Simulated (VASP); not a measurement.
Given:

```
ZnO
1.0
    1.66863    -2.89016     0.00000
    1.66863     2.89016     0.00000
    0.00000     0.00000     5.40603
Zn O
2 2
Cartesian
  1.66863  -0.96339   2.71323
  1.66863   0.96339   0.01022
  1.66863  -0.96339   4.75790
  1.66863   0.96339   2.05488
```

Method: vdW-DF2, VASP's PBE PAW potentials (set 64) (plane waves; VASP). Settings: 520 eV cut-off, 7×7×4 Γ-centred mesh, Gaussian smearing of 0.050 eV, potentials Zn O.

Task: Predict the energy per atom (σ→0).

Result: 
- energy per atom (σ→0): -2.026 eV/atom

The absolute energy has meaning only against runs of the same code, potentials and settings.

The compound is ZnO in the wurtzite structure. It was relaxed first, which changed the volume by +9 %. The start is the result of an earlier pass.
